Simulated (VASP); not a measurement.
# How PAW data sets and precision settings change a VASP run on MnPt, part 2 of 3

A convergence test on MnPt: the PAW data sets and precision settings. The series runs use r2SCAN. The start is a cell from a database of measured crystal structures.

VASP 6.6.1, plane waves and PAW; the level of theory is named at each step.

Still holding for the runs below: The cell holds one magnetic atom, so no antiferromagnetic order fits into it. Experiment finds antiferromagnetic order in this phase (below 970 K, arxiv:2003.11569), so this ferromagnetic run describes another state. The k-mesh is coarse for a metal.

So far. Step 5 (PAW data sets: semicore 64: Mn sv Pt pv): With 31 valence electrons the pressure is 2.88 GPa, -1.51 GPa from the first of the series, after 16 cycles in 3.2 min. Step 6 (PAW data sets: GW 64: Mn sv GW Pt sv GW): With 33 valence electrons the pressure is 1.82 GPa, -2.57 GPa from the first of the series, after 21 cycles in 4.5 min.

## Step 7: The PAW data sets series as a table

This step: convergence of r2SCAN results with the datasets; plane waves and PAW (VASP 6.6.1).

This step runs nothing: it gathers the runs above.

Results of the series, by row:

```csv
setting,status,pressure (GPa),moment (μB),SCF cycles,wall time (s)
"minimal 64: Mn Pt, 400 eV",converged,4.389,4.468,16,78
"recommended 64: Mn_pv Pt, 400 eV",converged,4.468,4.469,17,86
"recommended 54: Mn_pv Pt, 400 eV",converged,4.468,4.469,17,86
"semicore 64: Mn_sv Pt_pv, 510 eV",converged,2.883,4.468,16,193
"gw 64: Mn_sv_GW Pt_sv_GW, 500 eV",converged,1.816,4.47,21,270
```

## Step 8: Precision settings: PREC = Low

This step: r2SCAN, spin-polarised from a ferromagnetic start (one magnetic atom a cell); plane waves and PAW (Mn_pv, Pt) (VASP 6.6.1).

PREC sets the FFT grids, and LREAL, ADDGRID and LASPH trade speed for accuracy.

Input file INCAR:

```
SYSTEM = MnPt
PREC = Low
ENCUT = 400
EDIFF = 1E-06
NELM = 100
ISMEAR = -1
SIGMA = 0.05
LREAL = .FALSE.
ALGO = Normal
METAGGA = R2SCAN
LASPH = .TRUE.
NBANDS = 21
ISPIN = 2
MAGMOM = 4 0
LMAXMIX = 4
LORBIT = 11
LWAVE = .FALSE.
LCHARG = .FALSE.
KPAR = 2
ISIF = 2
```

Input file POSCAR:

```
MnPt
1.0
    2.8300000000      0.0000000000      0.0000000000
    0.0000000000      2.8300000000      0.0000000000
    0.0000000000      0.0000000000      3.6600000000
Mn Pt
1 1
Direct
    0.0000000000      0.0000000000      0.0000000000
    0.5000000000      0.5000000000      0.5000000000
```

Input file KPOINTS:

```
Automatic mesh
0
Gamma
8 8 6
0 0 0
```

PAW data sets: Mn_pv and Pt (PBE family, release 64).

Command:

```
$ mpirun -np 2 vasp_std
```

Log:

```text
[... set-up lines as in an earlier step ...]
 entering main loop
       N       E                     dE             d eps       ncg     rms          rms(c)
DAV:   1     0.111748620431E+03    0.11175E+03   -0.10925E+04  5160   0.105E+03
DAV:   2    -0.680489195813E+02   -0.17980E+03   -0.17176E+03  5260   0.308E+02
DAV:   3    -0.737077509150E+02   -0.56588E+01   -0.56190E+01  5665   0.615E+01
DAV:   4    -0.737657626603E+02   -0.58012E-01   -0.58004E-01  5510   0.610E+00
DAV:   5    -0.737669071011E+02   -0.11444E-02   -0.11444E-02  5656   0.902E-01    0.157E+01
DAV:   6    -0.677061086657E+02    0.60608E+01   -0.15006E+01  5485   0.424E+01    0.139E+01
DAV:   7    -0.676444072642E+02    0.61701E-01   -0.31058E+00  5455   0.229E+01    0.693E+00
DAV:   8    -0.676324647987E+02    0.11942E-01   -0.17271E-01  5276   0.443E+00    0.389E+00
DAV:   9    -0.676415547516E+02   -0.90900E-02   -0.66559E-02  5427   0.227E+00    0.137E+00
DAV:  10    -0.676434383404E+02   -0.18836E-02   -0.11128E-02  5358   0.126E+00    0.288E-01
DAV:  11    -0.676434289405E+02    0.93999E-05   -0.24495E-03  5511   0.489E-01    0.125E-01
DAV:  12    -0.676434887384E+02   -0.59798E-04   -0.20809E-04  5428   0.125E-01    0.711E-02
DAV:  13    -0.676435595466E+02   -0.70808E-04   -0.64580E-05  5405   0.623E-02    0.325E-02
DAV:  14    -0.676435551580E+02    0.43886E-05   -0.17507E-05  5373   0.389E-02    0.607E-03
DAV:  15    -0.676435529089E+02    0.22492E-05   -0.11457E-06  3963   0.891E-03    0.223E-03
DAV:  16    -0.676435517790E+02    0.11299E-05   -0.15298E-07  2660   0.322E-03    0.104E-03
DAV:  17    -0.676435518286E+02   -0.49626E-07   -0.36756E-08  2655   0.145E-03
   1 F= -.67643552E+02 E0= -.67641728E+02  d E =-.364797E-02  mag=     4.4687
```

It took 44 s on 2 MPI ranks of AMD EPYC 7R32 (Zen 2), shared host; peak memory 0.22 GiB; 86 s of CPU time.

From OUTCAR (step 8):

```text
   NELECT =      23.0000    total number of electrons

 E-fermi :   9.6364

 spin component 1
 k-point     1 :       0.0000    0.0000    0.0000
  band No.  band energies     occupation
    ...
     10       6.9920      1.00000
     11       7.6507      1.00000
     12       8.8257      1.00000
     13       9.0333      0.99999
     14       9.0333      0.99999
     15      12.5615      0.00000
     16      20.1016      0.00000
     17      20.4164      0.00000
     18      20.4164      0.00000
     19      26.6953      0.00000
    ...

 k-point     2 :       0.1250    0.0000    0.0000
  band No.  band energies     occupation
    ...
     10       6.9122      1.00000
     11       7.6228      1.00000
     12       8.1931      1.00000
     13       8.4963      1.00000
     14       8.9132      1.00000
     15      13.7761      0.00000
     16      18.2720      0.00000
     17      20.3290      0.00000
     18      21.1392      0.00000
     19      27.0366      0.00000
    ...

  Total        1.4592102      1.4592102      0.0245648      0.0000000      0.0000000     -0.0000000
  in kB       79.7580411     79.7580411      1.3426706      0.0000000      0.0000000     -0.0000000
  external PRESSURE =      53.6195843 kB  Pullay stress =       0.0000000 kB

 POSITION                                       TOTAL-FORCE (eV/Angst)
 -----------------------------------------------------------------------------------
      0.00000      0.00000      0.00000         0.000000      0.000000      0.000000
      1.41500      1.41500      1.83000         0.000000      0.000000      0.000000
 -----------------------------------------------------------------------------------
    total drift:                                0.000000      0.000000      0.000000

  FREE ENERGIE OF THE ION-ELECTRON SYSTEM (eV)
  ---------------------------------------------------
  free  energy   TOTEN  =       -67.6435518286 eV

  energy  without entropy=      -67.6399038577  energy(sigma->0) =      -67.64172784

 magnetization (x)
# of ion       s       p       d       tot
------------------------------------------
    1        0.020   0.023   4.005   4.048
    2       -0.046  -0.061   0.408   0.301
--------------------------------------------------
tot         -0.026  -0.038   4.413   4.349

[... 7 parts as in an earlier step ...]

[... 15 further parts left out ...]
```

This step gave:

| Quantity | Value |
| --- | --- |
| electronic steps | 17 |
| electrons | 23 |
| bands | 21 |
| free energy (TOTEN) | -67.6436 eV |
| energy at zero smearing | -67.6417 eV |
| Fermi energy | 9.636 eV |
| pressure | 5.362 GPa |
| moment of the cell, from the last line of the log | 4.469 μB |

Spin moment in the PAW sphere by atom:

```csv
atom,spin moment in the PAW sphere (μB)
Mn1,4.05
Pt2,0.30
```

The series starts at -33.8209 eV an atom and 5.36 GPa, after 17 cycles in 44 s.

## Step 9: Precision settings: PREC = Medium

Edit INCAR of step 8 so:

```diff
@@ -1,3 +1,3 @@
 SYSTEM = MnPt
-PREC = Low
+PREC = Medium
 ENCUT = 400
```

POSCAR is that of step 8.

KPOINTS is that of step 8.

Command:

```
$ mpirun -np 2 vasp_std
```

Log:

```text
[... set-up lines as in an earlier step ...]
 entering main loop
       N       E                     dE             d eps       ncg     rms          rms(c)
DAV:   1     0.111758539724E+03    0.11176E+03   -0.10925E+04  5160   0.105E+03
DAV:   2    -0.680410261153E+02   -0.17980E+03   -0.17176E+03  5260   0.308E+02
DAV:   3    -0.737002357547E+02   -0.56592E+01   -0.56194E+01  5665   0.615E+01
DAV:   4    -0.737582564139E+02   -0.58021E-01   -0.58013E-01  5510   0.610E+00
[...]
DAV:  15    -0.676357889937E+02    0.19680E-05   -0.10962E-06  3866   0.867E-03    0.229E-03
DAV:  16    -0.676357878255E+02    0.11682E-05   -0.17150E-07  2645   0.331E-03    0.101E-03
DAV:  17    -0.676357878585E+02   -0.32951E-07   -0.40373E-08  2680   0.150E-03
   1 F= -.67635788E+02 E0= -.67633956E+02  d E =-.366299E-02  mag=     4.4693
```

Elapsed: 44 s, on 2 MPI ranks; peak memory 0.23 GiB.

Parts of OUTCAR (step 9):

```text
  Total        1.1723499      1.1723499      0.1648705      0.0000000      0.0000000      0.0000000
  in kB       64.0787251     64.0787251      9.0115535      0.0000000      0.0000000      0.0000000
  external PRESSURE =      45.7230012 kB  Pullay stress =       0.0000000 kB

  FREE ENERGIE OF THE ION-ELECTRON SYSTEM (eV)
  ---------------------------------------------------
  free  energy   TOTEN  =       -67.6357878585 eV

  energy  without entropy=      -67.6321248684  energy(sigma->0) =      -67.63395636

 magnetization (x)
# of ion       s       p       d       tot
------------------------------------------
    1        0.020   0.023   4.007   4.050
    2       -0.046  -0.061   0.406   0.300
--------------------------------------------------
tot         -0.025  -0.038   4.413   4.350

[... 3 parts as in an earlier step ...]

[... 1 further part left out ...]
[key lines of the parts left out:]
E-fermi :   9.6409
```

Against the first of the series the energy moves by +3.89 meV an atom and the pressure by -0.79 GPa, after 17 cycles in 44 s.

## Step 10: Precision settings: PREC = Normal

Edit INCAR of step 9 so:

```diff
@@ -1,3 +1,3 @@
 SYSTEM = MnPt
-PREC = Medium
+PREC = Normal
 ENCUT = 400
```

POSCAR is that of step 9.

KPOINTS is that of step 9.

Command:

```
$ mpirun -np 2 vasp_std
```

Log:

```text
[... set-up lines as in an earlier step ...]
 entering main loop
       N       E                     dE             d eps       ncg     rms          rms(c)
DAV:   1     0.111759537844E+03    0.11176E+03   -0.10925E+04  5160   0.105E+03
DAV:   2    -0.680402001406E+02   -0.17980E+03   -0.17176E+03  5260   0.308E+02
DAV:   3    -0.736994239005E+02   -0.56592E+01   -0.56194E+01  5665   0.615E+01
DAV:   4    -0.737574442219E+02   -0.58020E-01   -0.58012E-01  5510   0.610E+00
[...]
DAV:  15    -0.676328597527E+02    0.20034E-05   -0.11557E-06  3941   0.889E-03    0.227E-03
DAV:  16    -0.676328586447E+02    0.11080E-05   -0.17471E-07  2640   0.338E-03    0.102E-03
DAV:  17    -0.676328586805E+02   -0.35863E-07   -0.42531E-08  2665   0.153E-03
   1 F= -.67632859E+02 E0= -.67631025E+02  d E =-.366768E-02  mag=     4.4686
```

Wall time 44 s (2 MPI ranks); peak memory 0.25 GiB; 87 s of CPU time.

OUTCAR, selected parts (step 10):

```text
  Total        1.2855998      1.2855998      0.0590709      0.0000000      0.0000000     -0.0000000
  in kB       70.2687794     70.2687794      3.2287207      0.0000000      0.0000000     -0.0000000
  external PRESSURE =      47.9220931 kB  Pullay stress =       0.0000000 kB

  FREE ENERGIE OF THE ION-ELECTRON SYSTEM (eV)
  ---------------------------------------------------
  free  energy   TOTEN  =       -67.6328586805 eV

  energy  without entropy=      -67.6291909981  energy(sigma->0) =      -67.63102484

[... 4 parts as in an earlier step ...]

[... 1 further part left out ...]
[key lines of the parts left out:]
E-fermi :   9.6361
```

Against the first of the series the energy moves by +5.35 meV an atom and the pressure by -0.57 GPa, after 17 cycles in 44 s.

## Step 11: Precision settings: PREC = Single

Edit INCAR of step 10 so:

```diff
@@ -1,3 +1,3 @@
 SYSTEM = MnPt
-PREC = Normal
+PREC = Single
 ENCUT = 400
```

POSCAR is that of step 10.

KPOINTS is that of step 10.

Command:

```
$ mpirun -np 2 vasp_std
```

Log:

```text
[... set-up lines as in an earlier step ...]
 entering main loop
       N       E                     dE             d eps       ncg     rms          rms(c)
DAV:   1     0.111757551610E+03    0.11176E+03   -0.10924E+04  5160   0.105E+03
DAV:   2    -0.680423529680E+02   -0.17980E+03   -0.17176E+03  5260   0.308E+02
DAV:   3    -0.737014495068E+02   -0.56591E+01   -0.56193E+01  5665   0.615E+01
DAV:   4    -0.737594519136E+02   -0.58002E-01   -0.57994E-01  5510   0.610E+00
[...]
DAV:  15    -0.676549212462E+02    0.17215E-05   -0.11051E-06  3890   0.871E-03    0.222E-03
DAV:  16    -0.676549200166E+02    0.12296E-05   -0.14850E-07  2655   0.317E-03    0.999E-04
DAV:  17    -0.676549200725E+02   -0.55888E-07   -0.39184E-08  2660   0.149E-03
   1 F= -.67654920E+02 E0= -.67653114E+02  d E =-.361208E-02  mag=     4.4705
```

Run time: 79 s. Hardware: 2 MPI ranks; peak memory 0.22 GiB; 2.6 min of CPU time.

From OUTCAR (step 11):

```text
  Total        1.2794159      1.2794159      0.3365259      0.0000000      0.0000000      0.0000000
  in kB       69.9307783     69.9307783     18.3939538      0.0000000      0.0000000      0.0000000
  external PRESSURE =      52.7518368 kB  Pullay stress =       0.0000000 kB

  FREE ENERGIE OF THE ION-ELECTRON SYSTEM (eV)
  ---------------------------------------------------
  free  energy   TOTEN  =       -67.6549200725 eV

  energy  without entropy=      -67.6513079899  energy(sigma->0) =      -67.65311403

 magnetization (x)
# of ion       s       p       d       tot
------------------------------------------
    1        0.021   0.024   4.006   4.050
    2       -0.046  -0.061   0.407   0.300
--------------------------------------------------
tot         -0.025  -0.037   4.413   4.350

[... 3 parts as in an earlier step ...]

[... 1 further part left out ...]
[key lines of the parts left out:]
E-fermi :   9.6430
```

Against the first of the series the energy moves by -5.69 meV an atom and the pressure by -0.09 GPa, after 17 cycles in 79 s.

## Step 12: Precision settings: PREC = Accurate

Edit INCAR of step 11 so:

```diff
@@ -1,3 +1,3 @@
 SYSTEM = MnPt
-PREC = Single
+PREC = Accurate
 ENCUT = 400
```

POSCAR is that of step 11.

KPOINTS is that of step 11.

Command:

```
$ mpirun -np 2 vasp_std
```

Log:

```text
[... set-up lines as in an earlier step ...]
 entering main loop
       N       E                     dE             d eps       ncg     rms          rms(c)
[... 17 cycles as in an earlier step ...]
   1 F= -.67631187E+02 E0= -.67629351E+02  d E =-.367221E-02  mag=     4.4686
```

Run time: 81 s. Hardware: 2 MPI ranks; peak memory 0.26 GiB.

OUTCAR, selected parts (step 12):

```text
[... 7 parts as in an earlier step ...]

[... 1 further part left out ...]
[key lines of the parts left out:]
E-fermi :   9.6361
```

Against the first of the series the energy moves by +6.19 meV an atom and the pressure by -0.89 GPa, after 17 cycles in 81 s.

## Step 13: Precision settings: LREAL = Auto

Edit INCAR of step 12 so:

```diff
@@ -7,3 +7,3 @@
 SIGMA = 0.05
-LREAL = .FALSE.
+LREAL = Auto
 ALGO = Normal
```

POSCAR is that of step 12.

KPOINTS is that of step 12.

Command:

```
$ mpirun -np 2 vasp_std
```

Log:

```text
[banner, memory and clock lines left out]
running    2 mpi-ranks, on    1 nodes
[...]
|                                                                             |
|               ----> ADVICE to this user running VASP <----                  |
|                                                                             |
|     You have a (more or less) 'small supercell' and for smaller cells       |
|     it is recommended to use the reciprocal-space projection scheme!        |
|     The real-space optimization is not efficient for small cells and it     |
|     is also less accurate ...                                               |
|     Therefore, set LREAL=.FALSE. in the INCAR file.                         |
|                                                                             |

 [... a notice as in an earlier step ...]

 LDA part: xc-table for (None), standard interpolation
 POSCAR, INCAR and KPOINTS ok, starting setup
[...]
entering main loop
       N       E                     dE             d eps       ncg     rms          rms(c)
DAV:   1     0.111758386018E+03    0.11176E+03   -0.10924E+04  5160   0.105E+03
DAV:   2    -0.680391071068E+02   -0.17980E+03   -0.17176E+03  5265   0.308E+02
DAV:   3    -0.736995355345E+02   -0.56604E+01   -0.56206E+01  5670   0.615E+01
DAV:   4    -0.737575739996E+02   -0.58038E-01   -0.58030E-01  5500   0.610E+00
[...]
DAV:  15    -0.676317858220E+02    0.19063E-05   -0.11324E-06  3951   0.881E-03    0.227E-03
DAV:  16    -0.676317847090E+02    0.11130E-05   -0.16852E-07  2640   0.332E-03    0.102E-03
DAV:  17    -0.676317847900E+02   -0.80965E-07   -0.41540E-08  2660   0.151E-03
   1 F= -.67631785E+02 E0= -.67629949E+02  d E =-.367138E-02  mag=     4.4686
```

Elapsed: 92 s, on 2 MPI ranks; peak memory 0.25 GiB.

(Part 2 of 3 ends here.)

[Lines on the potential files, build, host, timing and source positions are cut from VASP's logs without a mark.]

[Logs are printed without paths, hosts, clocks, repeated set-up lines and the standing remarks that a program may print on its own settings, such as how far it seeks lower states.]

[Hosts, paths, dates, database ids (printed as entryN), source tags and the programs' standing remarks are cut or masked in the printed files.]

[A measured line is paired with the nearest computed mode of its activity, which favours agreement.]
